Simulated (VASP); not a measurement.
All values below come from PBE GGA with spin-orbit coupling, VASP's PBE PAW potentials (set 64) (plane waves; VASP 6.6.1).

VASP input:

**KPOINTS**
```
K-points
0
G
  11 11 11
0 0 0
```

### POSCAR
```
Cr
1
    2.9376000000     0.0000000000     0.0000000000
    0.0000000000     2.9376000000     0.0000000000
    0.0000000000     0.0000000000     2.9376000000
Cr
2
Direct
  0.0000000000   0.0000000000   0.0000000000
  0.5000000000   0.5000000000   0.5000000000
```

### INCAR
```
LWAVE = F
LCHARG = F
SIGMA = 0.1
GGA = PE
SYSTEM = Cr
GGA_COMPAT = F
LASPH = T
ENCUT = 400   # plane-wave cut-off (eV)
ALGO = Normal
PREC = Accurate
LREAL = F   # projection in real space or not
LSORBIT = T
EDIFF = 1E-6
LMAXMIX = 4   # l cut-off of mixed one-centre charges
MAGMOM = 2*0 1.5 2*0 -1.5
LORBIT = 10
ISIF = 2
NELM = 100
ISMEAR = 1
```

POTCAR, in this order: Cr_pv (PBE.64 set). Program: vasp_ncl.

What VASP printed:

File OSZICAR:
```
...
DAV:  12    -0.190178451766E+02   -0.37156E-02   -0.31083E-02 10616   0.174E+00    0.236E-01
DAV:  13    -0.190191534989E+02   -0.13083E-02   -0.40054E-02  8200   0.166E+00    0.170E-01
DAV:  14    -0.190193753686E+02   -0.22187E-03   -0.79921E-02  8112   0.217E+00    0.120E-01
DAV:  15    -0.190199249714E+02   -0.54960E-03   -0.50151E-02  8080   0.211E+00    0.917E-02
DAV:  16    -0.190204967949E+02   -0.57182E-03   -0.10178E-01  8064   0.283E+00    0.108E-01
DAV:  17    -0.190192330819E+02    0.12637E-02   -0.54528E-02  8080   0.214E+00    0.872E-02
DAV:  18    -0.190195894877E+02   -0.35641E-03   -0.40595E-02  8080   0.181E+00    0.789E-02
DAV:  19    -0.190187798876E+02    0.80960E-03   -0.60634E-02  8064   0.223E+00    0.709E-02
DAV:  20    -0.190231136674E+02   -0.43338E-02   -0.36231E-02  8320   0.158E+00    0.158E-01
DAV:  21    -0.190189280194E+02    0.41856E-02   -0.10761E-01  8184   0.256E+00    0.749E-02
DAV:  22    -0.190208546300E+02   -0.19266E-02   -0.15967E-02  8304   0.121E+00    0.111E-01
DAV:  23    -0.190190886567E+02    0.17660E-02   -0.63488E-02  8096   0.225E+00    0.648E-02
DAV:  24    -0.190191653898E+02   -0.76733E-04   -0.26420E-02  8160   0.161E+00    0.800E-02
DAV:  25    -0.190205615953E+02   -0.13962E-02   -0.21239E-02  8064   0.154E+00    0.988E-02
DAV:  26    -0.190218479627E+02   -0.12864E-02   -0.19580E-02  8224   0.149E+00    0.135E-01
DAV:  27    -0.190220087279E+02   -0.16077E-03   -0.90930E-03  8064   0.109E+00    0.136E-01
DAV:  28    -0.190208430267E+02    0.11657E-02   -0.58003E-03  8096   0.810E-01    0.117E-01
DAV:  29    -0.190225473625E+02   -0.17043E-02   -0.11398E-02  8064   0.112E+00    0.144E-01
DAV:  30    -0.190210348208E+02    0.15125E-02   -0.54610E-03  8064   0.802E-01    0.121E-01
DAV:  31    -0.190212288217E+02   -0.19400E-03   -0.11096E-02  8064   0.121E+00    0.122E-01
DAV:  32    -0.190202856030E+02    0.94322E-03   -0.72069E-03  8064   0.891E-01    0.108E-01
DAV:  33    -0.190175796097E+02    0.27060E-02   -0.28475E-02  8160   0.147E+00    0.224E-02
DAV:  34    -0.190179363095E+02   -0.35670E-03   -0.16594E-02  8064   0.133E+00    0.313E-02
DAV:  35    -0.190223410805E+02   -0.44048E-02   -0.50538E-02  8208   0.184E+00    0.142E-01
DAV:  36    -0.190214421264E+02    0.89895E-03   -0.44206E-03  8456   0.697E-01    0.131E-01
DAV:  37    -0.190228243189E+02   -0.13822E-02   -0.13483E-03  8520   0.325E-01    0.151E-01
DAV:  38    -0.190230369434E+02   -0.21262E-03   -0.12082E-04  9800   0.102E-01    0.156E-01
DAV:  39    -0.190211199362E+02    0.19170E-02   -0.22671E-03  8128   0.428E-01    0.128E-01
DAV:  40    -0.190195029614E+02    0.16170E-02   -0.21449E-03  8368   0.384E-01    0.983E-02
DAV:  41    -0.190181344676E+02    0.13685E-02   -0.46196E-03  8168   0.623E-01    0.630E-02
DAV:  42    -0.190189101636E+02   -0.77570E-03   -0.30876E-03  8088   0.561E-01    0.835E-02
DAV:  43    -0.190174178881E+02    0.14923E-02   -0.15184E-02  8144   0.103E+00    0.203E-02
DAV:  44    -0.190176781703E+02   -0.26028E-03   -0.64784E-03  8192   0.813E-01    0.322E-02
DAV:  45    -0.190173904156E+02    0.28775E-03   -0.34024E-03  8096   0.597E-01    0.246E-02
DAV:  46    -0.190177972125E+02   -0.40680E-03   -0.29157E-03  8192   0.525E-01    0.466E-02
DAV:  47    -0.190175043181E+02    0.29289E-03   -0.40377E-03  8080   0.614E-01    0.272E-02
DAV:  48    -0.190185301795E+02   -0.10259E-02   -0.10220E-02  8080   0.917E-01    0.705E-02
DAV:  49    -0.190175404709E+02    0.98971E-03   -0.60454E-03  8080   0.684E-01    0.325E-02
DAV:  50    -0.190191864233E+02   -0.16460E-02   -0.91058E-03  8096   0.800E-01    0.868E-02
DAV:  51    -0.190177123808E+02    0.14740E-02   -0.68555E-03  8080   0.767E-01    0.447E-02
DAV:  52    -0.190186468354E+02   -0.93445E-03   -0.34389E-03  8096   0.529E-01    0.745E-02
DAV:  53    -0.190175149047E+02    0.11319E-02   -0.83685E-03  8088   0.780E-01    0.288E-02
DAV:  54    -0.190174267124E+02    0.88192E-04   -0.29824E-03  8408   0.467E-01    0.233E-02
DAV:  55    -0.190174437166E+02   -0.17004E-04   -0.38326E-03  8136   0.529E-01    0.277E-02
DAV:  56    -0.190176937525E+02   -0.25004E-03   -0.65892E-03  8112   0.693E-01    0.345E-02
DAV:  57    -0.190174574785E+02    0.23627E-03   -0.38336E-03  8104   0.549E-01    0.235E-02
DAV:  58    -0.190177472002E+02   -0.28972E-03   -0.13313E-03  8064   0.387E-01    0.331E-02
DAV:  59    -0.190175725945E+02    0.17461E-03   -0.89273E-04  8112   0.294E-01    0.313E-02
DAV:  60    -0.190176193135E+02   -0.46719E-04   -0.63519E-04  8104   0.241E-01    0.290E-02
DAV:  61    -0.190175244423E+02    0.94871E-04   -0.67310E-04  8112   0.264E-01    0.294E-02
DAV:  62    -0.190176772761E+02   -0.15283E-03   -0.14700E-03  8072   0.359E-01    0.306E-02
DAV:  63    -0.190176436666E+02    0.33609E-04   -0.34010E-04  8064   0.190E-01    0.309E-02
DAV:  64    -0.190176687535E+02   -0.25087E-04   -0.88484E-05  8368   0.102E-01    0.310E-02
DAV:  65    -0.190176737830E+02   -0.50295E-05   -0.45923E-05  8160   0.765E-02    0.316E-02
DAV:  66    -0.190178513772E+02   -0.17759E-03   -0.10942E-03  8176   0.282E-01    0.382E-02
DAV:  67    -0.190177549558E+02    0.96421E-04   -0.13167E-04  8464   0.116E-01    0.357E-02
DAV:  68    -0.190177647681E+02   -0.98123E-05   -0.18421E-05  7744   0.423E-02    0.362E-02
DAV:  69    -0.190177413366E+02    0.23432E-04   -0.29256E-05  7200   0.568E-02    0.352E-02
DAV:  70    -0.190177281532E+02    0.13183E-04   -0.30160E-05  8168   0.559E-02    0.341E-02
DAV:  71    -0.190184309755E+02   -0.70282E-03   -0.17633E-03  8064   0.389E-01    0.541E-02
DAV:  72    -0.190183885725E+02    0.42403E-04   -0.13090E-04  8416   0.119E-01    0.545E-02
DAV:  73    -0.190183673418E+02    0.21231E-04   -0.81191E-05  8088   0.873E-02    0.530E-02
DAV:  74    -0.190183840960E+02   -0.16754E-04   -0.52934E-06  8056   0.256E-02    0.532E-02
DAV:  75    -0.190186285160E+02   -0.24442E-03   -0.58002E-04  8072   0.225E-01    0.552E-02
DAV:  76    -0.190184069844E+02    0.22153E-03   -0.22452E-04  8096   0.166E-01    0.508E-02
DAV:  77    -0.190184743175E+02   -0.67333E-04   -0.50828E-04  8112   0.244E-01    0.497E-02
DAV:  78    -0.190182079437E+02    0.26637E-03   -0.19398E-04  8240   0.147E-01    0.443E-02
DAV:  79    -0.190179310511E+02    0.27689E-03   -0.49045E-04  8096   0.216E-01    0.361E-02
DAV:  80    -0.190174538474E+02    0.47720E-03   -0.15107E-03  8064   0.386E-01    0.201E-02
DAV:  81    -0.190173729289E+02    0.80919E-04   -0.81999E-04  8144   0.269E-01    0.170E-02
DAV:  82    -0.190173877376E+02   -0.14809E-04   -0.64168E-04  8112   0.224E-01    0.139E-02
DAV:  83    -0.190173494910E+02    0.38247E-04   -0.11457E-04  8336   0.115E-01    0.128E-02
DAV:  84    -0.190173510459E+02   -0.15549E-05   -0.67484E-05  8120   0.813E-02    0.130E-02
DAV:  85    -0.190173499572E+02    0.10887E-05   -0.22282E-05  7360   0.471E-02    0.128E-02
DAV:  86    -0.190173581616E+02   -0.82044E-05   -0.39401E-05  8144   0.615E-02    0.136E-02
DAV:  87    -0.190173494437E+02    0.87180E-05   -0.26785E-05  7504   0.543E-02    0.127E-02
DAV:  88    -0.190173217720E+02    0.27672E-04   -0.23634E-05  7168   0.532E-02    0.115E-02
DAV:  89    -0.190173040235E+02    0.17748E-04   -0.33714E-05  8176   0.529E-02    0.106E-02
DAV:  90    -0.190173189906E+02   -0.14967E-04   -0.12824E-05  7120   0.405E-02    0.111E-02
DAV:  91    -0.190173308745E+02   -0.11884E-04   -0.13119E-04  8080   0.116E-01    0.125E-02
DAV:  92    -0.190173110162E+02    0.19858E-04   -0.13698E-04  8064   0.123E-01    0.110E-02
DAV:  93    -0.190173181590E+02   -0.71429E-05   -0.31833E-05  8176   0.606E-02    0.120E-02
DAV:  94    -0.190173116355E+02    0.65235E-05   -0.24343E-05  7368   0.526E-02    0.111E-02
DAV:  95    -0.190173089051E+02    0.27304E-05   -0.11927E-05  7200   0.369E-02    0.114E-02
DAV:  96    -0.190174110708E+02   -0.10217E-03   -0.10210E-03  8152   0.287E-01    0.241E-02
DAV:  97    -0.190173323616E+02    0.78709E-04   -0.66304E-04  8136   0.226E-01    0.141E-02
DAV:  98    -0.190173189120E+02    0.13450E-04   -0.21491E-04  8080   0.152E-01    0.161E-02
DAV:  99    -0.190173138013E+02    0.51107E-05   -0.27552E-05  7864   0.597E-02    0.152E-02
DAV: 100    -0.190173168520E+02   -0.30507E-05   -0.89900E-06  7344   0.306E-02
   1 F= -.19017317E+02 E0= -.19017224E+02  d E =-.278708E-03  mag=    -0.0000    -0.0000     0.0000
```

OUTCAR:
```
------------------------ aborting loop EDIFF was not reached (unconverged)  ----------------------------
  FORCE on cell =-STRESS in cart. coord.  units (eV):
  Direction    XX          YY          ZZ          XY          YZ          ZX
  --------------------------------------------------------------------------------------
  Total       -1.8886701     -1.8886701     -1.9281506      0.0000000      0.0000000      0.0000000
  in kB     -119.3682183   -119.3682183   -121.8634729      0.0000000      0.0000000      0.0000000
  external PRESSURE =    -120.1999698 kB  Pullay stress =       0.0000000 kB
  volume of cell :       25.35
      direct lattice vectors                 reciprocal lattice vectors
     2.937600000  0.000000000  0.000000000     0.340413943  0.000000000  0.000000000
     0.000000000  2.937600000  0.000000000     0.000000000  0.340413943  0.000000000
     0.000000000  0.000000000  2.937600000     0.000000000  0.000000000  0.340413943
 POSITION                                       TOTAL-FORCE (eV/Angst)
 -----------------------------------------------------------------------------------
      0.00000      0.00000      0.00000         0.000000      0.000000      0.000000
      1.46880      1.46880      1.46880         0.000000      0.000000      0.000000
 -----------------------------------------------------------------------------------
    total drift:                               -0.000000      0.000000      0.000000
  FREE ENERGIE OF THE ION-ELECTRON SYSTEM (eV)
  ---------------------------------------------------
  free  energy   TOTEN  =       -19.0173168520 eV

  energy  without entropy=      -19.0170381442  energy(sigma->0) =      -19.01722395

 total charge

# of ion       s       p       d       tot
------------------------------------------
    1        0.407   6.348   4.124  10.878
    2        0.407   6.348   4.124  10.878
--------------------------------------------------
tot          0.814  12.696   8.247  21.756

 magnetization (x)

# of ion       s       p       d       tot
------------------------------------------
    1        0.000   0.000   0.000   0.000
    2        0.000  -0.000  -0.000  -0.000
--------------------------------------------------
tot          0.000  -0.000   0.000   0.000

 magnetization (y)

# of ion       s       p       d       tot
------------------------------------------
    1        0.000  -0.000  -0.000  -0.000
    2       -0.000   0.000   0.000  -0.000
--------------------------------------------------
tot         -0.000  -0.000  -0.000  -0.000

 magnetization (z)

# of ion       s       p       d       tot
------------------------------------------
    1        0.020   0.014   1.554   1.589
    2       -0.020  -0.014  -1.554  -1.589
--------------------------------------------------
tot          0.000   0.000   0.000   0.000

 Ion:    1  E_soc:     -0.0226364

 Ion:    2  E_soc:     -0.0226364
```
(Selected blocks of OUTCAR.)

File stdout:
```
...
DAV:  81    -0.190173729289E+02    0.80919E-04   -0.81999E-04  8144   0.269E-01    0.170E-02
DAV:  82    -0.190173877376E+02   -0.14809E-04   -0.64168E-04  8112   0.224E-01    0.139E-02
DAV:  83    -0.190173494910E+02    0.38247E-04   -0.11457E-04  8336   0.115E-01    0.128E-02
DAV:  84    -0.190173510459E+02   -0.15549E-05   -0.67484E-05  8120   0.813E-02    0.130E-02
DAV:  85    -0.190173499572E+02    0.10887E-05   -0.22282E-05  7360   0.471E-02    0.128E-02
DAV:  86    -0.190173581616E+02   -0.82044E-05   -0.39401E-05  8144   0.615E-02    0.136E-02
DAV:  87    -0.190173494437E+02    0.87180E-05   -0.26785E-05  7504   0.543E-02    0.127E-02
DAV:  88    -0.190173217720E+02    0.27672E-04   -0.23634E-05  7168   0.532E-02    0.115E-02
DAV:  89    -0.190173040235E+02    0.17748E-04   -0.33714E-05  8176   0.529E-02    0.106E-02
DAV:  90    -0.190173189906E+02   -0.14967E-04   -0.12824E-05  7120   0.405E-02    0.111E-02
DAV:  91    -0.190173308745E+02   -0.11884E-04   -0.13119E-04  8080   0.116E-01    0.125E-02
DAV:  92    -0.190173110162E+02    0.19858E-04   -0.13698E-04  8064   0.123E-01    0.110E-02
DAV:  93    -0.190173181590E+02   -0.71429E-05   -0.31833E-05  8176   0.606E-02    0.120E-02
DAV:  94    -0.190173116355E+02    0.65235E-05   -0.24343E-05  7368   0.526E-02    0.111E-02
DAV:  95    -0.190173089051E+02    0.27304E-05   -0.11927E-05  7200   0.369E-02    0.114E-02
DAV:  96    -0.190174110708E+02   -0.10217E-03   -0.10210E-03  8152   0.287E-01    0.241E-02
DAV:  97    -0.190173323616E+02    0.78709E-04   -0.66304E-04  8136   0.226E-01    0.141E-02
DAV:  98    -0.190173189120E+02    0.13450E-04   -0.21491E-04  8080   0.152E-01    0.161E-02
DAV:  99    -0.190173138013E+02    0.51107E-05   -0.27552E-05  7864   0.597E-02    0.152E-02
DAV: 100    -0.190173168520E+02   -0.30507E-05   -0.89900E-06  7344   0.306E-02

 -----------------------------------------------------------------------------
|                                                                             |
|           W    W    AA    RRRRR   N    N  II  N    N   GGGG   !!!           |
|           W    W   A  A   R    R  NN   N  II  NN   N  G    G  !!!           |
|           W    W  A    A  R    R  N N  N  II  N N  N  G       !!!           |
|           W WW W  AAAAAA  RRRRR   N  N N  II  N  N N  G  GGG   !            |
|           WW  WW  A    A  R   R   N   NN  II  N   NN  G    G                |
|           W    W  A    A  R    R  N    N  II  N    N   GGGG   !!!           |
|                                                                             |
|     The electronic self-consistency was not achieved in the given           |
|     number of steps (NELM). The forces and other quantities evaluated       |
|     might not be reliable so examine the results carefully. If you find     |
|     spurious results, we suggest increasing NELM, if you were close to      |
|     convergence or switching to a different ALGO or adjusting the           |
|     density mixing parameters otherwise.                                    |
|                                                                             |
 -----------------------------------------------------------------------------

   1 F= -.19017317E+02 E0= -.19017224E+02  d E =-.278708E-03  mag=    -0.0000    -0.0000     0.0000
```

Convergence was not reached.

The compound is Cr in the bcc, AFM order structure. The cell was not relaxed at this level. The run is one of a series of settings (GGA_COMPAT = .FALSE., ISPIN removed, LSORBIT = .TRUE., MAGMOM = 0 0 1.5 0 0 -1.5, program vasp_ncl against the base run), some of them coarse on purpose.
